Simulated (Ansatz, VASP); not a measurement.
# Cross-check of TiBr2 between VASP and Ansatz

One calculation is typed for both programs; each brings its own data sets and cutoff. How far apart do they land?

Program: Ansatz 0.2.0. Level of theory: plane waves, with VASP 6.6.1 beside it; relaxation of cell and atoms at r2SCAN. Results are calculated unless marked as measured.

The database entry behind the starting cell has ideal inner coordinates that were not refined, so it need not match the best structure at ambient conditions.

## Step 1: The structure

The structure is trigonal, space group P-3m1 (No. 164). Conventional cell: a = 3.629 Å, b = 3.629 Å, c = 6.492 Å, α = 90.00°, β = 90.00°, γ = 120.00°. Nearest to Br lie 3 Ti at 2.65 Å. Nearest to Ti lie 6 Br at 2.65 Å. Farther neighbours and most contacts between anions are not listed.

## Step 2: VASP: relaxation of cell and atoms, r2SCAN

The relaxed volume is the usual yardstick between codes: its relative difference is about their pressure difference at one cell divided by the bulk modulus.

Lines of VASP's logs that name or quote its potential files are left out, and so is its time.

INCAR

```
SYSTEM = TiBr2
PREC = Accurate
ENCUT = 350
EDIFF = 1E-06
NELM = 120
ISMEAR = 0
SIGMA = 0.05
LREAL = .FALSE.
ALGO = Normal
METAGGA = R2SCAN
LASPH = .TRUE.
NBANDS = 15
LORBIT = 11
LWAVE = .FALSE.
LCHARG = .FALSE.
KPAR = 4
IBRION = 2
NSW = 40
ISIF = 3
EDIFFG = -0.02
POTIM = 0.4
```

POSCAR

```
TiBr2
1.0
    3.6290000000      0.0000000000      0.0000000000
   -1.8145000000      3.1428061903      0.0000000000
    0.0000000000      0.0000000000      6.4920000000
Br Ti
2 1
Direct
    0.6666666667      0.3333333333      0.7500000000
    0.3333333333      0.6666666667      0.2500000000
    0.0000000000      0.0000000000      0.0000000000
```

KPOINTS

```
Automatic mesh
0
Gamma
6 6 3
0 0 0
```

The projector-augmented-wave data sets are Br and Ti (PBE family, release 64).

Launch:

```bash
mpirun -np 4 vasp_std
```

Numbers of over 12 decimals in the logs are rounded to 6 here.

Log:

```text
[banner, memory and clock lines left out]
running    4 mpi-ranks, on    1 nodes
 distrk:  each k-point on    1 cores,    4 groups
 distr:  one band on    1 cores,    1 groups

 POSCAR found type information on POSCAR BrTi
 POSCAR found :  2 types and       3 ions
|                                                                             |
|               ----> ADVICE to this user running VASP <----                  |
|                                                                             |
|     You enforced a specific xc type in the INCAR file but a different       |
|     [... a line on the potential file left out ...]
|     I HOPE YOU KNOW WHAT YOU ARE DOING!                                     |
|                                                                             |

 LDA part: xc-table for (None), standard interpolation
 POSCAR, INCAR and KPOINTS ok, starting setup
 FFT: planning ... GRIDC
 FFT: planning ... GRID_SOFT
 FFT: planning ... GRID
 WAVECAR not read
 entering main loop
       N       E                     dE             d eps       ncg     rms          rms(c)
DAV:   1     0.751307172165E+02    0.75131E+02   -0.59772E+03   510   0.777E+02
DAV:   2    -0.362004012219E+02   -0.11133E+03   -0.10488E+03   650   0.176E+02
DAV:   3    -0.466745739775E+02   -0.10474E+02   -0.10277E+02   629   0.670E+01
DAV:   4    -0.468304541027E+02   -0.15588E+00   -0.15578E+00   615   0.921E+00
DAV:   5    -0.468324622134E+02   -0.20081E-02   -0.20081E-02   629   0.105E+00    0.108E+01
DAV:   6    -0.429449099233E+02    0.38876E+01   -0.91816E+00   602   0.208E+01    0.406E+00
DAV:   7    -0.429047870164E+02    0.40123E-01   -0.49002E-01   597   0.744E+00    0.276E+00
DAV:   8    -0.429017628517E+02    0.30242E-02   -0.14948E-01   643   0.290E+00    0.429E-01
DAV:   9    -0.429025595666E+02   -0.79671E-03   -0.12677E-02   524   0.841E-01    0.370E-01
DAV:  10    -0.429031923965E+02   -0.63283E-03   -0.10279E-03   601   0.278E-01    0.915E-02
DAV:  11    -0.429033119605E+02   -0.11956E-03   -0.27882E-04   566   0.127E-01    0.421E-02
DAV:  12    -0.429033506157E+02   -0.38655E-04   -0.10097E-04   594   0.628E-02    0.226E-02
DAV:  13    -0.429033533070E+02   -0.26913E-05   -0.13337E-05   601   0.180E-02    0.990E-03
DAV:  14    -0.429033549182E+02   -0.16112E-05   -0.33628E-06   438   0.105E-02    0.519E-03
DAV:  15    -0.429033556473E+02   -0.72908E-06   -0.47376E-07   276   0.571E-03
   1 F= -.42903356E+02 E0= -.42901475E+02  d E =-.429034E+02
[... from here on, the cycles between the ionic steps are left out ...]
   2 F= -.42924786E+02 E0= -.42923212E+02  d E =-.214302E-01
   3 F= -.42924798E+02 E0= -.42923218E+02  d E =-.214428E-01
   5 F= -.42936603E+02 E0= -.42934236E+02  d E =-.118047E-01
   6 F= -.42936642E+02 E0= -.42934287E+02  d E =-.118434E-01
   7 F= -.42936640E+02 E0= -.42934281E+02  d E =-.118416E-01
   8 F= -.42937141E+02 E0= -.42934778E+02  d E =-.500532E-03
   9 F= -.42938136E+02 E0= -.42935762E+02  d E =-.149553E-02
  10 F= -.42938083E+02 E0= -.42935679E+02  d E =-.144336E-02
  11 F= -.42938441E+02 E0= -.42936054E+02  d E =-.180121E-02
  12 F= -.42938660E+02 E0= -.42936274E+02  d E =-.218742E-03
  13 F= -.42939129E+02 E0= -.42936746E+02  d E =-.687371E-03
  14 F= -.42939213E+02 E0= -.42936837E+02  d E =-.771485E-03
 curvature:  -1.67 expect dE=-0.453E-03 dE for cont linesearch -0.509E-04
 ZBRENT: bracketing found
 ZBRENT: interpolating
 opt :   1.2182  next Energy=   -42.939313 (dE=-0.872E-03)
 bond charge predicted
       N       E                     dE             d eps       ncg     rms          rms(c)
DAV:   1    -0.429390273833E+02    0.18552E-03   -0.75678E-02   510   0.152E+00    0.117E-01
DAV:   2    -0.429393599103E+02   -0.33253E-03   -0.31246E-03   573   0.447E-01    0.696E-02
DAV:   3    -0.429393301933E+02    0.29717E-04   -0.40822E-05   664   0.554E-02    0.448E-02
DAV:   4    -0.429393148981E+02    0.15295E-04   -0.68207E-05   636   0.499E-02    0.160E-02
DAV:   5    -0.429393166641E+02   -0.17660E-05   -0.83578E-06   559   0.240E-02    0.418E-03
DAV:   6    -0.429393171959E+02   -0.53180E-06   -0.56354E-07   332   0.597E-03
  15 F= -.42939317E+02 E0= -.42936939E+02  d E =-.875932E-03
 curvature:  -3.28 expect dE=-0.132E-03 dE for cont linesearch -0.315E-06
 trial: gam= 0.07150 g(F)=  0.661E-05 g(S)=  0.337E-04 ort =-0.273E-04 (trialstep = 0.374E+00)
 search vector abs. value=  0.760E-04
 reached required accuracy - stopping structural energy minimisation
```

OUTCAR, selected parts (step 2):

```text
ion  position               nearest neighbor table
   1  0.667  0.333  0.750-   3 2.65   3 2.65   3 2.65
   2  0.333  0.667  0.250-   3 2.65   3 2.65   3 2.65
   3  0.000  0.000  0.000-   1 2.65   2 2.65   2 2.65   1 2.65   1 2.65   2 2.65

  LATTYP: Found a hexagonal cell.
 ALAT       =     3.6290000000
 C/A-ratio  =     1.7889225682

 Subroutine GETGRP returns: Found 12 space group operations
 (whereof 12 operations were pure point group operations)

The static configuration has the point symmetry D_3d.

 Found     17 irreducible k-points:

   k-points           NKPTS =     17   k-points in BZ     NKDIM =     17   number of bands    NBANDS=     15

   dimension x,y,z NGX =    24 NGY =   24 NGZ =   40
   dimension x,y,z NGXF=    48 NGYF=   48 NGZF=   80

   ENCUT  =  350.0 eV  25.72 Ry    5.07 a.u.   5.54  5.54  9.90*2*pi/ulx,y,z

   NELECT =      18.0000    total number of electrons

 k-points in reciprocal lattice and weights: Automatic mesh
   0.00000000  0.00000000  0.00000000       0.009
   0.16666667 -0.00000000  0.00000000       0.056
   0.33333333  0.00000000  0.00000000       0.056
   0.50000000 -0.00000000  0.00000000       0.028
   0.16666667  0.16666667  0.00000000       0.056
   0.33333333  0.16666667  0.00000000       0.111
   0.33333333  0.33333333  0.00000000       0.019
   0.00000000  0.00000000  0.33333333       0.019
   0.16666667 -0.00000000  0.33333333       0.056
[...]
-0.16666667  0.50000000  0.33333333       0.111
   0.33333333  0.33333333  0.33333333       0.037

 average (electrostatic) potential at core
       1 -68.4173       2 -68.4173       3 -30.5992

 E-fermi :   3.8413

 k-point     1 :       0.0000    0.0000    0.0000
  band No.  band energies     occupation
    ...
      7       0.6722      2.00000
      8       0.6722      2.00000
      9       3.5092      2.00000
     10       3.8568      0.65958
     11       3.8568      0.65958
     12       5.4347      0.00000
     13       5.4347      0.00000
     14       6.7991      0.00000
     15       8.4043      0.00000

 k-point     2 :       0.1667   -0.0000    0.0000
  band No.  band energies     occupation
    ...
      5      -0.7141      2.00000
      6      -0.5716      2.00000
      7      -0.3333      2.00000
      8       0.2750      2.00000
      9       3.4979      2.00000
     10       3.9913      0.00002
     11       4.1697      0.00000
     12       5.3813      0.00000
     13       5.4949      0.00000
     14       7.9003      0.00000
    ...

 k-point     3 :       0.3333    0.0000    0.0000
  band No.  band energies     occupation
    ...
      5      -2.2725      2.00000
      6      -0.9013      2.00000
      7      -0.7490      2.00000
      8      -0.2877      2.00000
      9       3.1009      2.00000
     10       4.6298      0.00000
     11       4.6375      0.00000
     12       5.7068      0.00000
     13       5.8759      0.00000
     14       8.6257      0.00000
    ...

  Total       -0.0169477     -0.0169477      0.0451923      0.0000000      0.0000000      0.0000000
  in kB       -0.3734193     -0.3734193      0.9957480      0.0000000      0.0000000      0.0000000
  external PRESSURE =       0.0829698 kB  Pullay stress =       0.0000000 kB

  energy-cutoff  :      350.00
  volume of cell :       72.72
      direct lattice vectors                 reciprocal lattice vectors
     3.524684552 -0.000000000 -0.000000000     0.283713332  0.163801969 -0.000000000
    -1.762342276  3.052466363  0.000000000     0.000000000  0.327603938 -0.000000000
     0.000000000  0.000000000  6.758559723    -0.000000000 -0.000000000  0.147960518

 POSITION                                       TOTAL-FORCE (eV/Angst)
 -----------------------------------------------------------------------------------
      1.76234      1.01749      5.10669         0.000000     -0.000000     -0.009252
     -0.00000      2.03498      1.65187        -0.000000      0.000000      0.009252
     -1.76234      3.05247      0.00000        -0.000000     -0.000000      0.000000
 -----------------------------------------------------------------------------------
    total drift:                                0.000000     -0.000000      0.000000

  FREE ENERGIE OF THE ION-ELECTRON SYSTEM (eV)
  ---------------------------------------------------
  free  energy   TOTEN  =       -42.9393171959 eV

  energy  without entropy=      -42.9345602113  energy(sigma->0) =      -42.93693870

 reached required accuracy - stopping structural energy minimisation

 total charge
# of ion       s       p       d       tot
------------------------------------------
    1        1.608   3.299   0.040   4.946
    2        1.608   3.299   0.040   4.946
    3        0.309   0.446   2.462   3.217
--------------------------------------------------
tot          3.526   7.043   2.541  13.109

[... 3 further parts left out ...]
```

CONTCAR:

```
TiBr2
   1.00000000000000
     3.5246845522820238   -0.0000000000000000   -0.0000000000000000
    -1.7623422761410119    3.0524663625719879    0.0000000000000000
     0.0000000000000000    0.0000000000000000    6.7585597233714338
  Br              Ti
     2     1
Direct
     0.6666666667000030    0.3333333332999970    0.7555888082745377
     0.3333333332999970    0.6666666667000030    0.2444111917254624
     0.0000000000000000    1.0000000000000000    0.0000000000000000
```

This run has no spin polarisation, although Ti can carry a moment. The k-mesh is coarse for a metal. The PAW data sets were made with PBE, which is usual practice but a small mismatch for other functionals. The data set Ti keeps the semicore shell frozen, which is cheaper and a little less accurate. The run keeps the 12 symmetry operations of its start, so it cannot find a distortion of lower symmetry.

(Continued in part 2 of 2.)

[Lines on the potential files, build, host, timing and source positions are cut from VASP's logs without a mark.]

[Logs are printed without paths, hosts, clocks, repeated set-up lines and the standing remarks that a program may print on its own settings, such as how far it seeks lower states.]

[Hosts, paths, dates, database ids (printed as entryN), source tags and the programs' standing remarks are cut or masked in the printed files.]
